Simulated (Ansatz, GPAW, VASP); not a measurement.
## Code comparison for Cu2O (Pn-3m, 6 atoms in the cell)

Self-consistent single point.

```xyz
6
Lattice="4.2008 0.0000 0.0000 0.0000 4.2008 0.0000 0.0000 0.0000 4.2008" Properties=species:S:1:pos:R:3 pbc="T T T"
Cu     3.1506     1.0502     3.1506
Cu     1.0502     3.1506     3.1506
Cu     3.1506     3.1506     1.0502
Cu     1.0502     1.0502     1.0502
O      0.0000     0.0000     0.0000
O      2.1004     2.1004     2.1004
```

Shared settings, as Ansatz (a quantum-chemistry and plane-wave program) writes them: kpoints.mp_grid.grid = 7 7 7; scf.occupations.method = fermi_dirac; scf.occupations.width = 0.01 eV. Potentials and cutoffs stand in the table.

```json
[
 {"code": "Ansatz", "model": "LDA (PW92), default PAW files made with PBE", "pressure (GPa)": "-3.95", "gap on the mesh (eV)": "0.642", "cutoff": "420 eV"},
 {"code": "VASP", "model": "LDA (PZ), VASP's LDA PAW potentials (set 64)", "pressure (GPa)": "-5.38", "gap on the mesh (eV)": "0.646", "cutoff": "400 eV"},
 {"code": "GPAW", "model": "LDA (Perdew-Wang 92), GPAW PAW datasets LDA (gpaw-data 1.0.1)", "pressure (GPa)": "–", "gap on the mesh (eV)": "0.649", "cutoff": "950 eV"}
]
```

A dash marks a value that a program does not give, or that is left out as unsure.

Gaps are read on the mesh.

The spread over the programs that give each value: pressure within 1.43 GPa; gap on the mesh within 0.007 eV.

Ansatz's pressure is given at a fixed set of plane waves, as the other plane-wave codes print theirs; with its correction for the finite basis it is -3.44 GPa (the shift of 0.50 GPa shows how far the cutoff is from converged). The pressure of GPAW is left out: its cutoff lies under the one at which its stress was checked. The same LDA comes in different parametrisations, which differ slightly.

VASP's run is marked for a possible Pulay error in its stress at this cutoff; no cutoff test was made.

The starting cell has typed, rounded lattice constants, without a prior relaxation at this level. Its lattice was rescaled by a random factor within 2.5 % of one.

Left out of this page: Quantum ESPRESSO, ABINIT, Elk, FLEUR and SIESTA (not drawn, or without a comparable value).

Keys are those of Ansatz 0.2.
